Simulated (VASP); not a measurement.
**BAs: single point with PBE**

BAs:

```
B As
1.0
     0.00000    2.45508    2.45508
     2.45508    0.00000    2.45508
     2.45508    2.45508    0.00000
B As
1 1
Cartesian
  0.0000 0.0000 0.0000
  1.2275 1.2275 1.2275
```

The cell isn't the ideal one: a relaxed cell with its volume scaled by 1.06.

* Program: VASP 6.6.1
* Task: single point
* Functional: PBE
* Potentials or basis: VASP PAW PBE potentials, release 64 (B, As)
* Cutoff: 520 eV
* k mesh: 12 × 12 × 12
* Occupations: gaussian, width 0.02 eV
* Spin: no spin polarisation

* Pressure: -3.8 GPa
* Band gap on the k mesh: 1.30 eV, indirect (least direct gap 3.22 eV)

Levels at points of the mesh, in eV from the valence-band top:
| k point | band 1 | band 2 | band 3 | band 4 | band 5 | band 6 | band 7 | band 8 | band 9 |
| --- | --- | --- | --- | --- | --- | --- | --- | --- | --- |
| (0.00, 0.00, 0.00) | -14.67 | 0.00 | 0.00 | 0.00 | 3.22 | 3.22 | 3.22 | 3.66 | 9.17 |
| (0.50, 0.00, 0.00) | -12.10 | -8.18 | -1.67 | -1.67 | 2.24 | 4.72 | 4.72 | 8.71 | 12.13 |
| (0.50, 0.50, 0.00) | -10.93 | -8.05 | -3.72 | -3.72 | 1.54 | 1.56 | 10.62 | 10.62 | 12.17 |

Run time: 19 s on 1 thread of Intel(R) Xeon(R) Platinum 8259CL CPU @ 2.50GHz (Skylake/Cascade Lake), with other jobs on the host, peak memory 0.16 GiB.

A k mesh can miss the band edges.
